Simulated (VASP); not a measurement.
RuSe:

```xyz
2
Lattice="0.0000 2.9063 2.9063 2.9063 0.0000 2.9063 2.9063 2.9063 0.0000" Properties=species:S:1:pos:R:3 pbc="T T T"
Ru    0.0000    0.0000    0.0000
Se    1.4532    1.4532    1.4532
```

The cell comes from a database or a generator and needn't be the stable form of this composition.

Base run:

| Property | Result |
| --- | --- |
| Program | VASP 6.6.1 |
| Functional | r2SCAN |
| Potentials or basis | VASP PAW PBE potentials, release 64 (Ru_pv, Se) |
| Cutoff | 520 eV |
| k mesh | 6 × 6 × 6 |
| Occupations | gaussian, width 0.05 eV |
| Spin | collinear spin, zero start |
| Starting moments | [0.0, 0.0] μB |
| Hubbard terms | Ru d U = 3 eV |

Its results: band gap on the k mesh none (metal or under the smearing width); pressure -13.9 GPa; net moment 0.00 μB per cell.

The run is repeated on the same cell with these changes: functional from r2SCAN to PBE; hubbard terms from Ru d U = 3 eV to Ru d U = 4 eV. What comes out?

Band gap on the k mesh none (metal or under the smearing width); pressure -11.7 GPa; net moment 0.00 μB per cell.

Several settings changed at once, so the effect can't be laid on one alone.

Caveats: the PAW data sets were made with another functional, which shifts forces and pressure a little (some runs).
